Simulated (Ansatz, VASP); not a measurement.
## Cross-check of CmAs between VASP and Ansatz

Aim: how closely do two programs agree when they are given the same cell, functional and k mesh? The cell comes out of the VASP series on this material, whose earlier steps may have relaxed, scaled or displaced it; both programs get it as it stands.

Method: plane waves, with VASP 6.6.1 beside it; single point at PBEsol, DFT+U and band structure at PBEsol, DFT+U, in Ansatz 0.2.0.

In doubt: too few empty bands were carried, so the values of those runs are not to be relied on; an open 5f shell, unless half filled, can sit in one of many states, so energies may not be the lowest and differences between runs may mislead.

**1. Starting point**

Symmetry: Fm-3m, No. 225, cubic system. The conventional cell has a = 5.896 Å, b = 5.896 Å, c = 5.896 Å, α = 90.00°, β = 90.00°, γ = 90.00°. Cm has 6 As at 2.95 Å nearest. Nearest to As lie 6 Cm at 2.95 Å. Farther neighbours are not listed.

As a file:

```xyz
2
Lattice="0.0000 2.9478 2.9478 2.9478 0.0000 2.9478 2.9478 2.9478 0.0000" Properties=species:S:1:pos:R:3 pbc="T T T"
Cm    2.9478    2.9478    2.9478
As    0.0000    0.0000    0.0000
```

**2. VASP: single point, PBEsol, DFT+U**

A single point gives forces, pressure and levels at one fixed geometry, so differences don't come from the geometry; what else differs is listed under the comparison.

Lines of VASP's logs that name or quote its potential files are left out, and so is its time.

Input file INCAR:

```
SYSTEM = CmAs
PREC = Accurate
ENCUT = 400
EDIFF = 1E-06
NELM = 100
ISMEAR = -1
SIGMA = 0.05
LREAL = .FALSE.
ALGO = Normal
GGA = PS
ISPIN = 2
MAGMOM = 7 0
LDAU = .TRUE.
LDAUTYPE = 2
LDAUL = 3 -1
LDAUU = 7 0
LDAUJ = 0 0
LDAUPRINT = 1
LASPH = .TRUE.
LMAXMIX = 6
LORBIT = 11
LWAVE = .FALSE.
LCHARG = .TRUE.
ISIF = 2
LELF = .TRUE.
LVHAR = .TRUE.
```

Input file POSCAR:

```
CmAs
1.0
    0.0000000000      2.9477625755      2.9477625755
    2.9477625755      0.0000000000      2.9477625755
    2.9477625755      2.9477625755      0.0000000000
Cm As
1 1
Direct
    0.5000000000      0.5000000000      0.5000000000
    0.0000000000      0.0000000000      0.0000000000
```

Input file KPOINTS:

```
Automatic mesh
0
Gamma
6 6 6
0 0 0
```

Potentials, in the order of the species: Cm and As (PBE family, release 64).

On the command line:

```sh
$ mpirun -np 1 vasp_std
```

Numbers of over 12 decimals in the logs are rounded to 6 here.

What it wrote:

```text
[banner, memory and clock lines left out]
running    1 mpi-ranks, on    1 nodes
 distrk:  each k-point on    1 cores,    1 groups
 distr:  one band on    1 cores,    1 groups

 POSCAR found type information on POSCAR CmAs
 POSCAR found :  2 types and       2 ions
|                                                                             |
|               ----> ADVICE to this user running VASP <----                  |
|                                                                             |
|     You enforced a specific xc type in the INCAR file but a different       |
|     [... a line on the potential file left out ...]
|     I HOPE YOU KNOW WHAT YOU ARE DOING!                                     |
|                                                                             |

 LDA part: xc-table for (Slater+PW92), standard interpolation
 POSCAR, INCAR and KPOINTS ok, starting setup
 FFT: planning ... GRIDC
 FFT: planning ... GRID_SOFT
 FFT: planning ... GRID
 WAVECAR not read
 entering main loop
       N       E                     dE             d eps       ncg     rms          rms(c)
DAV:   1     0.146712376677E+03    0.14671E+03   -0.95191E+03  1240   0.127E+03
DAV:   2     0.160444223415E+01   -0.14511E+03   -0.13772E+03  1497   0.249E+02
DAV:   3    -0.186751918954E+02   -0.20280E+02   -0.19710E+02  1375   0.954E+01
DAV:   4    -0.202485186442E+02   -0.15733E+01   -0.15659E+01  2117   0.211E+01
DAV:   5    -0.202653621072E+02   -0.16843E-01   -0.16836E-01  1459   0.209E+00    0.332E+01
DAV:   6    -0.244583509361E+02   -0.41930E+01   -0.17827E+01  1550   0.505E+01    0.285E+01
DAV:   7    -0.252984851007E+02   -0.84013E+00   -0.14184E+00  1709   0.949E+00    0.142E+01
DAV:   8    -0.244419265228E+02    0.85656E+00   -0.11211E+00  1656   0.122E+01    0.110E+01
DAV:   9    -0.251230994839E+02   -0.68117E+00   -0.17450E-01  1744   0.320E+00    0.641E+00
DAV:  10    -0.252186877862E+02   -0.95588E-01   -0.37598E-02  1985   0.155E+00    0.217E+00
DAV:  11    -0.252071183357E+02    0.11569E-01   -0.23014E-02  1732   0.135E+00    0.100E+00
DAV:  12    -0.252149281145E+02   -0.78098E-02   -0.39628E-03  1699   0.757E-01    0.214E-01
DAV:  13    -0.252151793226E+02   -0.25121E-03   -0.68532E-04  1601   0.190E-01    0.161E-01
DAV:  14    -0.252152112588E+02   -0.31936E-04   -0.12659E-04  1830   0.994E-02    0.435E-02
DAV:  15    -0.252152147288E+02   -0.34700E-05   -0.16562E-05  2074   0.283E-02    0.454E-02
DAV:  16    -0.252152149408E+02   -0.21203E-06   -0.20904E-06  1298   0.139E-02
   1 F= -.25215215E+02 E0= -.25213645E+02  d E =-.314021E-02  mag=     7.0028
```

OUTCAR, selected parts (step 2):

```text
ion  position               nearest neighbor table
   1  0.500  0.500  0.500-   2 2.95   2 2.95   2 2.95   2 2.95   2 2.95   2 2.95
   2  0.000  0.000  0.000-   1 2.95   1 2.95   1 2.95   1 2.95   1 2.95   1 2.95

  LATTYP: Found a face centered cubic cell.
 ALAT       =     5.8955251510

 Subroutine GETGRP returns: Found 48 space group operations
 (whereof 48 operations were pure point group operations)

The static configuration has the point symmetry O_h .

 Found     16 irreducible k-points:

   k-points           NKPTS =     16   k-points in BZ     NKDIM =     16   number of bands    NBANDS=     19

   dimension x,y,z NGX =    28 NGY =   28 NGZ =   28
   dimension x,y,z NGXF=    56 NGYF=   56 NGZF=   56

   ENCUT  =  400.0 eV  29.40 Ry    5.42 a.u.   6.80  6.80  6.80*2*pi/ulx,y,z

   NELECT =      23.0000    total number of electrons

 k-points in reciprocal lattice and weights: Automatic mesh
   0.00000000  0.00000000  0.00000000       0.005
   0.16666667  0.00000000  0.00000000       0.037
   0.33333333  0.00000000  0.00000000       0.037
   0.50000000  0.00000000  0.00000000       0.019
   0.16666667  0.16666667  0.00000000       0.028
   0.33333333  0.16666667  0.00000000       0.111
   0.50000000  0.16666667  0.00000000       0.111
  -0.33333333  0.16666667  0.00000000       0.111
  -0.16666667  0.16666667  0.00000000       0.056
[...]
-0.33333333  0.33333333  0.16666667       0.111
  -0.33333333  0.50000000  0.16666667       0.056

atom =   1  type =  1  l = 3

 onsite density matrix

spin component  1

  0.9953  0.0000  0.0004  0.0000 -0.0000  0.0000  0.0000
  0.0000  0.9942 -0.0000 -0.0000  0.0000 -0.0000 -0.0000
  0.0004 -0.0000  0.9950  0.0000 -0.0000  0.0000  0.0000
  0.0000 -0.0000  0.0000  0.9956 -0.0000  0.0000  0.0000
 -0.0000  0.0000 -0.0000 -0.0000  0.9950  0.0000 -0.0004
  0.0000 -0.0000  0.0000  0.0000  0.0000  0.9947  0.0000
  0.0000 -0.0000  0.0000  0.0000 -0.0004  0.0000  0.9953

spin component  2

  0.0086  0.0000  0.0034 -0.0000  0.0000 -0.0000 -0.0000
  0.0000  0.0005 -0.0000 -0.0000 -0.0000 -0.0000 -0.0000
  0.0034 -0.0000  0.0068  0.0000  0.0000  0.0000 -0.0000
 -0.0000 -0.0000  0.0000  0.0112 -0.0000 -0.0000 -0.0000
  0.0000 -0.0000  0.0000 -0.0000  0.0068 -0.0000 -0.0034
 -0.0000 -0.0000  0.0000 -0.0000 -0.0000  0.0042 -0.0000
 -0.0000 -0.0000 -0.0000 -0.0000 -0.0034 -0.0000  0.0086

 occupancies and eigenvectors

  o =  0.0005  v =  0.0000  0.0000  0.0000  0.0000  0.0000  0.0000  0.0000 -0.0000  1.0000  0.0000  0.0000  0.0000  0.0000  0.0000      0.0000  0.0000  0.0000  0.0000  0.0000  0.0000  0.0000  0.0000  0.0000  0.0000  0.0000  0.0000  0.0000  0.0000
  o =  0.0042  v =  0.0000  0.0000  0.0000  0.0000  0.0000  0.0000  0.0000  0.0014 -0.0000 -0.0018  0.0000  0.0178  0.9997  0.0138      0.0000  0.0000  0.0000  0.0000  0.0000  0.0000  0.0000  0.0000  0.0000  0.0000  0.0000  0.0000  0.0000  0.0000
  o =  0.0042  v =  0.0000  0.0000  0.0000  0.0000  0.0000  0.0000  0.0000 -0.0041  0.0000  0.0053  0.0000 -0.7904  0.0226 -0.6122      0.0000  0.0000  0.0000  0.0000  0.0000  0.0000  0.0000  0.0000  0.0000  0.0000  0.0000  0.0000  0.0000  0.0000
  o =  0.0042  v =  0.0000  0.0000  0.0000  0.0000  0.0000  0.0000  0.0000 -0.6124 -0.0000  0.7905 -0.0000  0.0053  0.0022  0.0041      0.0000  0.0000  0.0000  0.0000  0.0000  0.0000  0.0000  0.0000  0.0000  0.0000  0.0000  0.0000  0.0000  0.0000
  o =  0.0112  v =  0.0000  0.0000  0.0000  0.0000  0.0000  0.0000  0.0000 -0.2936  0.0000 -0.2274 -0.0343  0.5682 -0.0000 -0.7335      0.0000  0.0000  0.0000  0.0000  0.0000  0.0000  0.0000  0.0000  0.0000  0.0000  0.0000  0.0000  0.0000  0.0000
  o =  0.0112  v =  0.0000  0.0000  0.0000  0.0000  0.0000  0.0000  0.0000 -0.7340  0.0000 -0.5686  0.0064 -0.2274  0.0000  0.2936      0.0000  0.0000  0.0000  0.0000  0.0000  0.0000  0.0000  0.0000  0.0000  0.0000  0.0000  0.0000  0.0000  0.0000
  o =  0.0112  v =  0.0000  0.0000  0.0000  0.0000  0.0000  0.0000  0.0000 -0.0054  0.0000 -0.0042  0.9994  0.0210 -0.0000 -0.0271      0.0000  0.0000  0.0000  0.0000  0.0000  0.0000  0.0000  0.0000  0.0000  0.0000  0.0000  0.0000  0.0000  0.0000
  o =  0.9942  v =  0.0000 -1.0000  0.0000 -0.0000  0.0000 -0.0000 -0.0000  0.0000  0.0000  0.0000  0.0000  0.0000  0.0000  0.0000      0.0000  0.0000  0.0000  0.0000  0.0000  0.0000  0.0000  0.0000  0.0000  0.0000  0.0000  0.0000  0.0000  0.0000
  o =  0.9947  v =  0.0000  0.0000  0.0000 -0.0000  0.0719 -0.9959  0.0557  0.0000  0.0000  0.0000  0.0000  0.0000  0.0000  0.0000      0.0000  0.0000  0.0000  0.0000  0.0000  0.0000  0.0000  0.0000  0.0000  0.0000  0.0000  0.0000  0.0000  0.0000
  o =  0.9947  v = -0.6124  0.0000  0.7906  0.0000 -0.0000  0.0000  0.0000  0.0000  0.0000  0.0000  0.0000  0.0000  0.0000  0.0000      0.0000  0.0000  0.0000  0.0000  0.0000  0.0000  0.0000  0.0000  0.0000  0.0000  0.0000  0.0000  0.0000  0.0000
  o =  0.9947  v =  0.0000 -0.0000  0.0000 -0.0000  0.7873  0.0909  0.6098  0.0000  0.0000  0.0000  0.0000  0.0000  0.0000  0.0000      0.0000  0.0000  0.0000  0.0000  0.0000  0.0000  0.0000  0.0000  0.0000  0.0000  0.0000  0.0000  0.0000  0.0000
  o =  0.9956  v =  0.0000  0.0000  0.0000 -0.9988 -0.0300  0.0000  0.0387  0.0000  0.0000  0.0000  0.0000  0.0000  0.0000  0.0000      0.0000  0.0000  0.0000  0.0000  0.0000  0.0000  0.0000  0.0000  0.0000  0.0000  0.0000  0.0000  0.0000  0.0000
  o =  0.9956  v =  0.0000 -0.0000 -0.0000  0.0490 -0.6116  0.0000  0.7896  0.0000  0.0000  0.0000  0.0000  0.0000  0.0000  0.0000      0.0000  0.0000  0.0000  0.0000  0.0000  0.0000  0.0000  0.0000  0.0000  0.0000  0.0000  0.0000  0.0000  0.0000
  o =  0.9956  v = -0.7906 -0.0000 -0.6124 -0.0000  0.0000 -0.0000 -0.0000  0.0000  0.0000  0.0000  0.0000  0.0000  0.0000  0.0000      0.0000  0.0000  0.0000  0.0000  0.0000  0.0000  0.0000  0.0000  0.0000  0.0000  0.0000  0.0000  0.0000  0.0000

 average (electrostatic) potential at core
       1 -86.9475       2 -45.9457

 E-fermi :   7.1612

 spin component 1
 k-point     1 :       0.0000    0.0000    0.0000
  band No.  band energies     occupation
    ...
      8       1.0806      1.00000
      9       1.2109      1.00000
     10       1.3652      1.00000
     11       1.3652      1.00000
     12       1.3652      1.00000
     13       8.1294      0.00000
     14       8.1294      0.00000
     15       8.1294      0.00000
     16       8.3383      0.00000
     17       8.3383      0.00000
    ...

 k-point     2 :       0.1667    0.0000    0.0000
  band No.  band energies     occupation
    ...
     11       1.3329      1.00000
     12       1.3668      1.00000
     13       5.8633      1.00000
     14       6.6613      0.99995
     15       6.6613      0.99995
     16       8.8489      0.00000
     17       8.9160      0.00000
     18       8.9160      0.00000
     19      11.2635      0.00000

 k-point     3 :       0.3333    0.0000    0.0000
  band No.  band energies     occupation
    ...
     11       1.2828      1.00000
     12       1.3698      1.00000
     13       3.6648      1.00000
     14       5.4355      1.00000
     15       5.4355      1.00000
     16       9.5771      0.00000
     17      10.1523      0.00000
     18      10.1523      0.00000
     19      13.4730      0.00000

 k-point     4 :       0.5000    0.0000    0.0000
  band No.  band energies     occupation
    ...
     11       1.3713      1.00000
     12       1.4666      1.00000
     13       2.5101      1.00000
     14       4.9904      1.00000
     15       4.9904      1.00000
     16      11.1577      0.00000
     17      11.1577      0.00000
     18      11.2386      0.00000
     19      11.2390      0.00000

 k-point     5 :       0.1667    0.1667    0.0000
  band No.  band energies     occupation
    ...
     11       1.3379      1.00000
     12       1.3379      1.00000
     13       5.2393      1.00000
     14       7.1367      0.62025
     15       7.1367      0.62025
     16       7.6883      0.00003
     17       9.6376      0.00000
     18      10.0722      0.00000
     19      10.2016      0.00000

 k-point     6 :       0.3333    0.1667    0.0000
  band No.  band energies     occupation
    ...
     11       1.3004      1.00000
     12       1.3388      1.00000
     13       4.0842      1.00000
     14       5.7997      1.00000
     15       6.2565      1.00000
     16       8.2093      0.00000
     17      10.4933      0.00000
     18      10.5572      0.00000
     19      11.9925      0.00000

  Total       -0.0057655     -0.0057655     -0.0057655     -0.0000000      0.0000000     -0.0000000
  in kB       -0.1803178     -0.1803178     -0.1803178     -0.0000000      0.0000000     -0.0000000
  external PRESSURE =      -0.1803178 kB  Pullay stress =       0.0000000 kB

  energy-cutoff  :      400.00
  volume of cell :       51.23
      direct lattice vectors                 reciprocal lattice vectors
     0.000000000  2.947762576  2.947762576    -0.169620174  0.169620174  0.169620174
     2.947762576  0.000000000  2.947762576     0.169620174 -0.169620174  0.169620174
     2.947762576  2.947762576  0.000000000     0.169620174  0.169620174 -0.169620174

 POSITION                                       TOTAL-FORCE (eV/Angst)
 -----------------------------------------------------------------------------------
      2.94776      2.94776      2.94776        -0.000000     -0.000000      0.000000
      0.00000      0.00000      0.00000         0.000000      0.000000     -0.000000
 -----------------------------------------------------------------------------------
    total drift:                                0.000000      0.000000      0.000000

  FREE ENERGIE OF THE ION-ELECTRON SYSTEM (eV)
  ---------------------------------------------------
  free  energy   TOTEN  =       -25.2152149408 eV

  energy  without entropy=      -25.2120747262  energy(sigma->0) =      -25.21364483

 total charge
# of ion       s       p       d       f       tot
--------------------------------------------------
    1        2.157   6.238   0.759   6.994  16.149
    2        1.211   1.646   0.017   0.000   2.874
--------------------------------------------------
tot          3.369   7.884   0.776   6.994  19.023

 magnetization (x)
# of ion       s       p       d       f       tot
--------------------------------------------------
    1        0.017  -0.103   0.128   6.903   6.945
    2       -0.013  -0.099   0.005   0.000  -0.107
--------------------------------------------------
tot          0.005  -0.203   0.132   6.903   6.838

[... 6 further parts left out ...]
```

The run ends at a pressure of -0.02 GPa.

[end of part 1 of 2]

[Lines on the potential files, build, host, timing and source positions are cut from VASP's logs without a mark.]

[Logs are printed without paths, hosts, clocks, repeated set-up lines and the standing remarks that a program may print on its own settings, such as how far it seeks lower states.]

[Hosts, paths, dates, database ids (printed as entryN), source tags and the programs' standing remarks are cut or masked in the printed files.]
